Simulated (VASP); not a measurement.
The system is HfB.

```
Hf B
1.0
     0.00000    2.31000    2.31000
     2.31000    0.00000    2.31000
     2.31000    2.31000    0.00000
Hf B
1 1
Direct
  0.50000 0.50000 0.50000
  0.00000 0.00000 0.00000
```

| Quantity | Value |
| --- | --- |
| Program | VASP 6.6.1 |
| Task | relaxation of cell and atoms |
| Functional | PW91 |
| Potentials or basis | VASP PAW PBE potentials, release 64 (Hf_pv, B) |
| Cutoff | 600 eV |
| k mesh | 10 × 10 × 10 |
| Occupations | fermi-dirac, width 0.05 eV |
| Spin | no spin polarisation |

At the start: pressure 31.2 GPa; volume 12.33 Å³/atom.

Problem. Where does the relaxation end?

Solution. Over 17 steps the energy falls by 160.6 meV/atom and the volume is 14.17 Å³/atom (+15.0 %); space group Fm-3m (No. 225, to 0.05 Å).

Step by step:
```
step  energy change (eV)  largest force (eV/Å)  pressure (GPa)  volume (Å³)
   1              0.0000                0.0000           31.23        24.65
   2              0.1618                0.0000          -22.44        34.26
   3             -0.3206                0.0000           -0.99        28.51
   4             -0.3211                0.0000           -0.14        28.37
   5             -0.3211                0.0000            0.33        28.29
   6             -0.3211                0.0000            0.34        28.29
   7             -0.3211                0.0000            0.30        28.30
   8             -0.3211                0.0000            0.30        28.30
   9             -0.3211                0.0000            0.30        28.30
  10             -0.3211                0.0000            0.30        28.30
  11             -0.3211                0.0000            0.30        28.30
  12             -0.3211                0.0000            0.30        28.30
  13             -0.3211                0.0000            0.30        28.30
  14             -0.3211                0.0000            0.27        28.30
  15             -0.3211                0.0000            0.24        28.31
  16             -0.3211                0.0000            0.18        28.32
  17             -0.3211                0.0000            0.06        28.34
```

Final structure:
```
CELL_PARAMETERS angstrom
0.00000 2.41982 2.41982
2.41982 0.00000 2.41982
2.41982 2.41982 0.00000
ATOMIC_POSITIONS crystal
Hf 0.50000 0.50000 0.50000
B 0.00000 0.00000 0.00000
```

Caveat: the PAW data sets were made with another functional, which shifts forces and pressure a little.
